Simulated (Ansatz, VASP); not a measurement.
# Eu (linear Eu chain) in two plane-wave programs

One calculation is typed for both programs; each brings its own data sets. How far apart do they land? The structure shown is the end of the Ansatz relaxation below.

Method: plane waves, with VASP 6.6.1 beside it; single point at PBE, in Ansatz 0.2.0.

In doubt: warnings of the run leave room for a lower electronic state (step 2), so energies may not be the lowest and differences between runs may mislead.

## (1) The structure

The cell holds 1 atom: 1 Eu. Its edges and angles: a = 7.500 Å, b = 7.500 Å, c = 4.360 Å, α = 90.0°, β = 90.0°, γ = 90.0°. Vacuum lies along a and b. The structure's axis is c.

## (2) Ansatz: relaxation, PBE

Ansatz runs on its default PAW (the set named soft_2) files.

This run makes the geometry at which the two programs are then compared.

Input file input.yaml:

```yaml
crystal:
  lattice:
    - [7.5, 0.0, 0.0]
    - [0.0, 7.5, 0.0]
    - [0.0, 0.0, 3.6828]
  atoms:
    - { symbol: Eu, position: [0.5, 0.5, 0.0] }
kpoints:
  mp_grid: { grid: [1, 1, 22] }
scf:
  occupations: { method: fermi_dirac, width: 0.05 }
hamiltonian:
  xc: pbe
relax:
  cell: { fix: [a, b, alpha, beta, gamma] }
  max_steps: 60
```

Started as:

```
$ ansatz run input.yaml --threads 4 --pin off --max-ram 8192MiB --backend cpu --events-out ev --progress --plain --runs-dir out
```

Numbers of over 12 decimals in the logs are rounded to 6 here.

What it wrote:

```text
band count auto-derived: 16 (N_el = 17.0; filled up to band 9; 13 by the electrons, moments and atoms)
Engine: ansatz 0.2.0, aarch64-unknown-linux-gnu
Pseudopotentials: kind: paw
Pseudopotential: Eu, paw, valence charge 17, recommended cutoff 420 eV (normal), Eu.paw.azcp
Functional definition: PBE
  parameter kappa = 0.804
  parameter beta = 0.066725
  exchange = pbe_x(kappa = kappa, mu = beta*pi^2/3)
  correlation = pbe_c(beta = beta)
Crystal: 1 atoms, lattice volume = 207.157 Å³
Basis set: ecut = 420 eV, 4061 PW (Γ), exchange–correlation on 108×108×50 points (8 copies of the dense FFT grid, shifted against one another)
Bands: 16, of which v1, the nominal top of the filled ones, is band 9 counted from 1 (8 counted from 0)
Symmetry: 16 space group operations
Space group: P4/mmm (ITA 123), of the structure as read, at distance tolerance 5.9e-5 Å
k-points: 12 of 22
Non-local potential: Eu, projectors of the file, l = 0: 3, l = 1: 2, l = 2: 2, l = 3: 3
PAW form: soft (Blöchl's): semilocal exchange-correlation on the pseudo side does not see the compensation charge
PAW one-centre angular grid: Eu, 590 points (default); XC on 64 Gauss nodes
Initial density: superposition of atomic densities (neutral atoms: chi_scale 0, normalization atom), corrected by the library's trained network
Initial wavefunctions: pseudopotential atomic-orbital guess
Functional: x = pbe(κ = 0.804, μ = 0.219515), c = pbe(β = 0.066725)
SCF iter   1: F=—  HF=-8757.247676 eV  |F-HF|=—  |Δ(HF+E_count)|=         —  Δρ=7.04e-3  dr2=8.92e-2  ethr=1.77e-3  ⟨swp⟩=4.3  Hψ=866  notcnv=0
preconditioner: auto → LDOS  [metal: Δε(μ)=0.002 eV  Ē_g=0.789 eV  σ=0.050 eV  W_gap=0.01  n_scr=14 (ndim 8)  ℏωp=7.7 eV  f_vac=0.540  D(μ)=65.46/eV (n_scr^D=1492)  β→1.0]
SCF iter   2: F=—  HF=-8757.499181 eV  |F-HF|=—  |Δ(HF+E_count)|=   2.52e-1  Δρ=6.98e-2  dr2=5.02e0  ethr=5.25e-4  ⟨swp⟩=2.4  Hψ=410  notcnv=0  recentre
SCF iter   3: F=—  HF=-8757.255287 eV  |F-HF|=—  |Δ(HF+E_count)|=   2.44e-1  Δρ=1.31e-2  dr2=1.16e-1  ethr=5.25e-4  ⟨swp⟩=2.1  Hψ=328  notcnv=0
SCF iter   4: F=—  HF=-8757.251724 eV  |F-HF|=—  |Δ(HF+E_count)|=   3.56e-3  Δρ=9.23e-3  dr2=6.34e-2  ethr=5.25e-4  ⟨swp⟩=1.0  Hψ=192  notcnv=0
SCF iter   5: F=—  HF=-8757.250789 eV  |F-HF|=—  |Δ(HF+E_count)|=   9.36e-4  Δρ=3.40e-3  dr2=1.71e-2  ethr=3.73e-4  ⟨swp⟩=1.0  Hψ=192  notcnv=0
SCF iter   6: F=—  HF=-8757.254841 eV  |F-HF|=—  |Δ(HF+E_count)|=   4.05e-3  Δρ=1.58e-3  dr2=4.25e-3  ethr=1.00e-4  ⟨swp⟩=1.2  Hψ=195  notcnv=0
SCF iter   7: F=—  HF=-8757.260974 eV  |F-HF|=—  |Δ(HF+E_count)|=   6.13e-3  Δρ=2.53e-3  dr2=9.34e-3  ethr=2.50e-5  ⟨swp⟩=1.9  Hψ=243  notcnv=0
SCF iter   8: F=—  HF=-8757.265005 eV  |F-HF|=—  |Δ(HF+E_count)|=   4.03e-3  Δρ=5.10e-3  dr2=4.18e-2  ethr=2.50e-5  ⟨swp⟩=1.8  Hψ=223  notcnv=0  recentre
SCF iter   9: F=—  HF=-8757.264433 eV  |F-HF|=—  |Δ(HF+E_count)|=   5.72e-4  Δρ=5.41e-3  dr2=4.41e-2  ethr=2.50e-5  ⟨swp⟩=1.0  Hψ=192  notcnv=0
SCF iter  10: F=—  HF=-8757.268194 eV  |F-HF|=—  |Δ(HF+E_count)|=   3.76e-3  Δρ=6.27e-3  dr2=6.88e-2  ethr=2.50e-5  ⟨swp⟩=1.6  Hψ=207  notcnv=0
SCF iter  11: F=—  HF=-8757.266627 eV  |F-HF|=—  |Δ(HF+E_count)|=   1.57e-3  Δρ=7.30e-3  dr2=9.44e-2  ethr=2.50e-5  ⟨swp⟩=1.2  Hψ=194  notcnv=0
SCF iter  12: F=—  HF=-8757.267888 eV  |F-HF|=—  |Δ(HF+E_count)|=   1.26e-3  Δρ=2.43e-3  dr2=6.72e-3  ethr=2.50e-5  ⟨swp⟩=1.2  Hψ=195  notcnv=0
SCF iter  13: F=—  HF=-8757.272196 eV  |F-HF|=—  |Δ(HF+E_count)|=   4.31e-3  Δρ=3.04e-3  dr2=1.32e-2  ethr=2.50e-5  ⟨swp⟩=1.2  Hψ=210  notcnv=0
SCF iter  14: F=—  HF=-8757.281516 eV  |F-HF|=—  |Δ(HF+E_count)|=   9.32e-3  Δρ=3.95e-3  dr2=1.91e-2  ethr=2.50e-5  ⟨swp⟩=1.6  Hψ=199  notcnv=0
SCF iter  15: F=—  HF=-8757.284955 eV  |F-HF|=—  |Δ(HF+E_count)|=   3.44e-3  Δρ=3.92e-3  dr2=9.57e-3  ethr=2.50e-5  ⟨swp⟩=1.8  Hψ=311  notcnv=0
SCF iter  16: F=—  HF=-8757.295080 eV  |F-HF|=—  |Δ(HF+E_count)|=   1.01e-2  Δρ=3.23e-3  dr2=1.71e-2  ethr=2.50e-5  ⟨swp⟩=2.2  Hψ=358  notcnv=0
SCF iter  17: F=—  HF=-8757.297225 eV  |F-HF|=—  |Δ(HF+E_count)|=   2.14e-3  Δρ=6.94e-3  dr2=8.63e-2  ethr=2.50e-5  ⟨swp⟩=1.1  Hψ=193  notcnv=0  recentre
SCF iter  18: F=—  HF=-8757.294096 eV  |F-HF|=—  |Δ(HF+E_count)|=   3.13e-3  Δρ=2.28e-3  dr2=3.24e-3  ethr=2.50e-5  ⟨swp⟩=1.8  Hψ=259  notcnv=0
SCF iter  19: F=—  HF=-8757.298014 eV  |F-HF|=—  |Δ(HF+E_count)|=   3.92e-3  Δρ=1.11e-3  dr2=5.32e-4  ethr=1.90e-5  ⟨swp⟩=1.8  Hψ=229  notcnv=0
SCF iter  20: F=—  HF=-8757.298861 eV  |F-HF|=—  |Δ(HF+E_count)|=   8.47e-4  Δρ=1.32e-3  dr2=9.49e-4  ethr=3.13e-6  ⟨swp⟩=2.6  Hψ=316  notcnv=0
SCF iter  21: F=—  HF=-8757.298446 eV  |F-HF|=—  |Δ(HF+E_count)|=   4.15e-4  Δρ=1.91e-3  dr2=4.68e-3  ethr=3.13e-6  ⟨swp⟩=2.6  Hψ=328  notcnv=0
SCF iter  22: F=—  HF=-8757.298940 eV  |F-HF|=—  |Δ(HF+E_count)|=   4.94e-4  Δρ=2.96e-3  dr2=1.22e-2  ethr=3.13e-6  ⟨swp⟩=2.4  Hψ=315  notcnv=0  recentre
[...]
SCF iter  10: F=—  HF=-8757.382030 eV  |F-HF|=—  |Δ(HF+E_count)|=   9.51e-7  Δρ=3.10e-5  dr2=2.05e-6  ethr=6.45e-9  ⟨swp⟩=2.4  Hψ=261  notcnv=0
SCF iter  11: F=—  HF=-8757.382030 eV  |F-HF|=—  |Δ(HF+E_count)|=   2.75e-7  Δρ=1.91e-5  dr2=5.78e-7  ethr=6.45e-9  ⟨swp⟩=2.3  Hψ=250  notcnv=0
SCF iter  12: F=—  HF=-8757.382031 eV  |F-HF|=—  |Δ(HF+E_count)|=   2.75e-7  Δρ=3.15e-5  dr2=2.06e-6  ethr=3.40e-9  ⟨swp⟩=1.0  Hψ=192  notcnv=0  recentre
SCF iter  13: F=—  HF=-8757.382030 eV  |F-HF|=—  |Δ(HF+E_count)|=   8.91e-8  Δρ=1.87e-5  dr2=2.72e-7  ethr=3.40e-9  ⟨swp⟩=2.0  Hψ=252  notcnv=0
SCF iter  14: F=—  HF=-8757.382030 eV  |F-HF|=—  |Δ(HF+E_count)|=   3.85e-9  Δρ=4.39e-6  dr2=1.56e-8  ethr=1.60e-9  ⟨swp⟩=1.0  Hψ=192  notcnv=0
SCF iter  15: F=-8757.382030 eV  HF=-8757.382030 eV  |F-HF|=2.13e-9  |Δ(HF+E_count)|=   3.00e-9  Δρ=1.38e-6  dr2=3.54e-9  ethr=6.50e-11  ⟨swp⟩=4.0  Hψ=538  notcnv=0
SCF 9 converged in 15 iterations: F = -8757.382030 eV  dr2 = 3.54e-9
relax step   9: F+E_penalty+E_count = -8757.38203043 eV  Δ(F+E_penalty+E_count) = -4.692e-4 eV  max|allowed force component| = 0.000e0 eV/Å  Δτ_max = 0.0000 Å  P = -0.442 GPa  Ω = 243.611 Å³  energy of the carried Pulay correction = -1.399e-4 eV  fix = [a, b, alpha, beta, gamma]  reactions: a -0.678, b -0.678 GPa  (15 SCF iters, dr2 threshold 1.11e-8 eV, accepted)
[...]
relax step  10: F+E_penalty+E_count = -8757.38207433 eV  Δ(F+E_penalty+E_count) = -4.390e-5 eV  max|allowed force component| = 0.000e0 eV/Å  Δτ_max = 0.0000 Å  P = -0.451 GPa  Ω = 245.265 Å³  energy of the carried Pulay correction = -2.526e-4 eV  fix = [a, b, alpha, beta, gamma]  reactions: a -0.676, b -0.676 GPa  (18 SCF iters, accepted)
[...]
relax step  11: F+E_penalty+E_count = -8757.38232942 eV  Δ(F+E_penalty+E_count) = -2.551e-4 eV  max|allowed force component| = 0.000e0 eV/Å  Δτ_max = 0.0000 Å  P = -0.451 GPa  Ω = 245.265 Å³  fix = [a, b, alpha, beta, gamma]  reactions: a -0.676, b -0.676 GPa  stress off target by 5.17e-4 GPa on what of the cell is left free  SCF on the basis re-selected at this cell (its energy is not comparable with the rows above)  (11 SCF iters)
basis re-selected at this cell: Δ(F+E_penalty+E_count) = -2.551e-4 eV, ΔP = +0.000 GPa vs the last step (what re-selecting the basis moved, of the pressure what is left beyond the Pulay correction that the steps carried, after the strain that the cell walked since its last selection, with what the two solves' SCF thresholds leave and, on support functions, any second-order correction that the steps lacked; it is no measure of the basis error at this ecutwfc). This SCF's stress stands 5.17e-4 GPa from its target on what of the cell is left free (relax.cell.stress_tol is 5.00e-2 GPa) and its largest allowed force component is 0.00e0 eV/Å (relax.f_tol is 1.00e-2 eV/Å): [rest of the remark cut]
SCF converged after 11 iterations
Free energy (F): -8757.382329 eV
Harris-Foulkes:  -8757.382329 eV  (|F-HF|=5.46e-12)
Internal energy: -8757.153942 eV  (E = F + TS)
E sigma→0 (E₀):  -8757.268136 eV
Entropy (-TS):   -0.228388 eV (-228.388 meV/atom)
Fermi energy:    -0.357050 eV
--- Per-component energies (eV) ---
  E_band       = -219.001405
  E_kinetic    = 343.630173
  E_local      = -3733.475416  (includes V_loc(G=0)·N_el)
  E_nonlocal   = 482.999126
  E_hartree    = 1551.875887
  E_xc         = -171.255203
  E_vxc        = -194.847847  (∫ρ·V_xc dr)
  E_paw        = -6387.195242  (= ΣΔE_a)
  E_vpaw       = -221.059363  (= ΣTr[D̂ρ^β])
  E_aug_tail   = -0.000000  (compensation charges beyond the density's cutoff)
  E_ewald      = -843.733267
  E_smearing   = -0.228388  (= −TS)
  E_closure    = 0.000000  (closes the sum)
  Σ components = -8757.382329   (vs F -8757.382329, Δ=0.00e0)
--- Forces (eV/Å), atoms counted from 1 ---
  atom   1  Eu     0.00000000     0.00000000     0.00000000
  max |Σ_I F_I| component: 1.14e-28 eV/Å
--- Stress (GPa, compression-positive) ---
       -0.676309       0.000000       0.000000
        0.000000      -0.676309       0.000000
        0.000000       0.000000       0.000517
  P = ⅓ Tr σ = -0.4507 GPa (-4.507 kbar)
--- Relaxed structure (9 steps of the walk, 9 accepted, 2 SCFs on fresh bases) ---
  F+E_penalty+E_count = -8757.38232942 eV   max|allowed force component| = 0.000e0 eV/Å   (the final SCF, on the basis selected at the relaxed cell)
  cell:  # Å, volume = 245.2655 Å³
    - [7.5, 0.0, 0.0]
    - [0.0, 7.5, 0.0]
    - [0.0, 0.0, 4.360275]
  atoms:
    - { symbol: Eu, position: [0.5, 0.5, 0.0] }
```

In the SCF lines HF is the Harris–Foulkes energy and dr2 the Hartree energy of the density residual, in eV; the loop may stop once dr2 is under the threshold and the program's other checks hold. Hψ counts applications of the Hamiltonian.

## (3) VASP: single point, PBE

The same cell, functional, mesh and smearing now go to VASP, with its own data sets.

Lines of VASP's logs that name or quote its potential files are left out, and so is its time.

Input file INCAR:

```
SYSTEM = Eu
PREC = Accurate
ENCUT = 600
EDIFF = 1E-06
NELM = 200
ISMEAR = -1
SIGMA = 0.05
LREAL = .FALSE.
ALGO = Normal
GGA = PE
NBANDS = 14
LASPH = .TRUE.
LORBIT = 11
LWAVE = .FALSE.
LCHARG = .FALSE.
ISIF = 2
GGA_COMPAT = .FALSE.
LMAXMIX = 6
KPAR = 2
```

Input file POSCAR:

```
Eu
1.0
    7.5000000000      0.0000000000      0.0000000000
    0.0000000000      7.5000000000      0.0000000000
    0.0000000000      0.0000000000      4.3602752843
Eu
1
Direct
    0.5000000000      0.5000000000      0.0000000000
```

Input file KPOINTS:

```
Automatic mesh
0
Gamma
1 1 22
0 0 0
```

Potentials, in the order of the species: Eu (PBE family, release 64).

Started as:

```
$ mpirun -np 2 vasp_std
```

What it wrote:

```text
[banner, memory and clock lines left out]
running    2 mpi-ranks, on    1 nodes
 distrk:  each k-point on    1 cores,    2 groups
 distr:  one band on    1 cores,    1 groups

 POSCAR found type information on POSCAR Eu
 POSCAR found :  1 types and       1 ions
 LDA part: xc-table for (Slater+PW92), standard interpolation
 POSCAR, INCAR and KPOINTS ok, starting setup
 FFT: planning ... GRIDC
 FFT: planning ... GRID_SOFT
 FFT: planning ... GRID
 WAVECAR not read
 entering main loop
       N       E                     dE             d eps       ncg     rms          rms(c)
DAV:   1     0.160166727876E+03    0.16017E+03   -0.59350E+03   352   0.240E+03
DAV:   2     0.493130504858E+02   -0.11085E+03   -0.91370E+02   546   0.209E+02
DAV:   3     0.134841328886E+01   -0.47965E+02   -0.47530E+02   500   0.135E+02
DAV:   4    -0.433137803971E+01   -0.56798E+01   -0.55015E+01   596   0.655E+01
DAV:   5    -0.480218305121E+01   -0.47081E+00   -0.44027E+00   556   0.170E+01    0.181E+01
DAV:   6    -0.769611040464E+02   -0.72159E+02   -0.88847E+02   672   0.262E+02    0.850E+01
DAV:   7    -0.171795909350E+02    0.59782E+02   -0.42897E+01   644   0.414E+01    0.595E+01
DAV:   8    -0.805493119279E+00    0.16374E+02   -0.15155E+02   648   0.581E+01    0.550E+02
DAV:   9    -0.313233419236E+01   -0.23268E+01   -0.25457E+01   660   0.207E+01    0.156E+01
DAV:  10    -0.446877613025E+01   -0.13364E+01   -0.75108E+00   658   0.287E+01    0.200E+01
DAV:  11    -0.303140534995E+01    0.14374E+01   -0.14023E+00   660   0.147E+01    0.150E+01
DAV:  12    -0.268649697132E+01    0.34491E+00   -0.91107E-02   600   0.485E+00    0.136E+01
DAV:  13    -0.269982376299E+01   -0.13327E-01   -0.88836E-03   642   0.760E-01    0.136E+01
DAV:  14    -0.275073047761E+01   -0.50907E-01   -0.30035E-03   578   0.107E+00    0.136E+01
[...]
DAV:  61    -0.216303383854E+01    0.89235E-04   -0.84024E-05   564   0.169E-01    0.129E+00
DAV:  62    -0.216298066879E+01    0.53170E-04   -0.94043E-05   568   0.159E-01    0.100E+00
DAV:  63    -0.216290175808E+01    0.78911E-04   -0.97267E-05   496   0.136E-01    0.444E-01
DAV:  64    -0.216291466266E+01   -0.12905E-04   -0.41801E-05   636   0.567E-02    0.151E-01
DAV:  65    -0.216293016002E+01   -0.15497E-04   -0.80762E-06   516   0.240E-02    0.590E-02
DAV:  66    -0.216293892019E+01   -0.87602E-05   -0.37125E-06   460   0.303E-02    0.359E-02
DAV:  67    -0.216294215148E+01   -0.32313E-05   -0.12221E-06   404   0.147E-02    0.291E-02
DAV:  68    -0.216294265005E+01   -0.49857E-06   -0.37415E-07   250   0.882E-03
   1 F= -.21629427E+01 E0= -.19215799E+01  d E =-.482725E+00
```

OUTCAR, selected parts (step 3):

```text
ion  position               nearest neighbor table
   1  0.500  0.500  0.000-

  LATTYP: Found a simple tetragonal cell.
 ALAT       =     7.5000000000
 C/A-ratio  =     0.5813700379

 Subroutine GETGRP returns: Found 16 space group operations
 (whereof 16 operations were pure point group operations)

The static configuration has the point symmetry D_4h.

 Found     12 irreducible k-points:

   k-points           NKPTS =     12   k-points in BZ     NKDIM =     12   number of bands    NBANDS=     14

   dimension x,y,z NGX =    60 NGY =   60 NGZ =   36
   dimension x,y,z NGXF=   120 NGYF=  120 NGZF=   72

   ENCUT  =  600.0 eV  44.10 Ry    6.64 a.u.  14.98 14.98  8.71*2*pi/ulx,y,z

   NELECT =      17.0000    total number of electrons

 k-points in reciprocal lattice and weights: Automatic mesh
   0.00000000  0.00000000  0.00000000       0.045
   0.00000000  0.00000000  0.04545455       0.091
   0.00000000  0.00000000  0.09090909       0.091
   0.00000000  0.00000000  0.13636364       0.091
   0.00000000  0.00000000  0.18181818       0.091
   0.00000000  0.00000000  0.22727273       0.091
   0.00000000  0.00000000  0.27272727       0.091
   0.00000000  0.00000000  0.31818182       0.091
   0.00000000  0.00000000  0.36363636       0.091
   0.00000000  0.00000000  0.40909091       0.091
   0.00000000  0.00000000  0.45454545       0.091
   0.00000000  0.00000000  0.50000000       0.045

 average (electrostatic) potential at core
       1 -46.6690

 E-fermi :  -1.5660

 k-point     1 :       0.0000    0.0000    0.0000
  band No.  band energies     occupation
    ...
      8      -1.5679      1.01904
      9      -1.5679      1.01904
     10      -1.5552      0.89227
     11      -1.5531      0.87197
     12      -1.5273      0.63097
     13      -1.2522      0.00375
     14      -0.8506      0.00000

 k-point     2 :       0.0000    0.0000    0.0455
  band No.  band energies     occupation
    ...
      8      -1.5678      1.01832
      9      -1.5678      1.01832
     10      -1.5557      0.89732
     11      -1.5538      0.87832
     12      -1.5316      0.66938
     13      -1.2318      0.00250
     14      -0.8411      0.00000

 k-point     3 :       0.0000    0.0000    0.0909
  band No.  band energies     occupation
    ...
      8      -1.5676      1.01621
      9      -1.5676      1.01621
     10      -1.5571      0.91178
     11      -1.5556      0.89627
     12      -1.5419      0.76325
     13      -1.1743      0.00079
     14      -0.8129      0.00000

  Total       -1.0154747     -1.0154747     -0.0939845      0.0000000      0.0000000      0.0000000
  in kB       -6.6335080     -6.6335080     -0.6139465      0.0000000      0.0000000      0.0000000
  external PRESSURE =      -4.6269875 kB  Pullay stress =       0.0000000 kB

  energy-cutoff  :      600.00
  volume of cell :      245.27
      direct lattice vectors                 reciprocal lattice vectors
     7.500000000  0.000000000  0.000000000     0.133333333  0.000000000  0.000000000
     0.000000000  7.500000000  0.000000000     0.000000000  0.133333333  0.000000000
     0.000000000  0.000000000  4.360275284     0.000000000  0.000000000  0.229343318

 POSITION                                       TOTAL-FORCE (eV/Angst)
 -----------------------------------------------------------------------------------
      3.75000      3.75000      0.00000         0.000000      0.000000      0.000000
 -----------------------------------------------------------------------------------
    total drift:                                0.000000      0.000000     -0.000000

  FREE ENERGIE OF THE ION-ELECTRON SYSTEM (eV)
  ---------------------------------------------------
  free  energy   TOTEN  =        -2.1629426500 eV

  energy  without entropy=       -1.6802172250  energy(sigma->0) =       -1.92157994

 total charge
# of ion       s       p       d       f       tot
--------------------------------------------------
    1        2.116   5.656   0.037   6.781  14.590

[... 3 further parts left out ...]
```

This run has no spin polarisation, so a moment on Eu, if there is one, isn't seen. Its electron count is odd, so without a moment it is a metal by construction. Without U or exact exchange, f electrons of an open shell come out too delocalised.

## (4) Differences

Known differences besides the potentials themselves: the cutoff is 420 eV in Ansatz and 600 eV in VASP; Ansatz's pressure holds a Pulay correction, VASP's none. Total energies have different zeros and are not compared.

Compared:

```
      quantity  Ansatz   VASP  difference
pressure (GPa)   -0.45  -0.46       +0.01
```

VASP's last cycles still show a density residual of 3e-03, so its state may not be settled.

## (5) Summary of results

```
difference in pressure (single point, PBE) : 0.012 GPa
```

What this shows: The difference in pressure is 0.012 GPa (single point, PBE), within the 1 GPa picked in this series as the mark of a large difference. How closely two codes agree says nothing of how well the functional describes the real material.

[Lines on the potential files, build, host, timing and source positions are cut from VASP's logs without a mark.]

[Logs are printed without paths, hosts, clocks, repeated set-up lines and the standing remarks that a program may print on its own settings, such as how far it seeks lower states.]

[Hosts, paths, dates, database ids (printed as entryN), source tags and the programs' standing remarks are cut or masked in the printed files.]
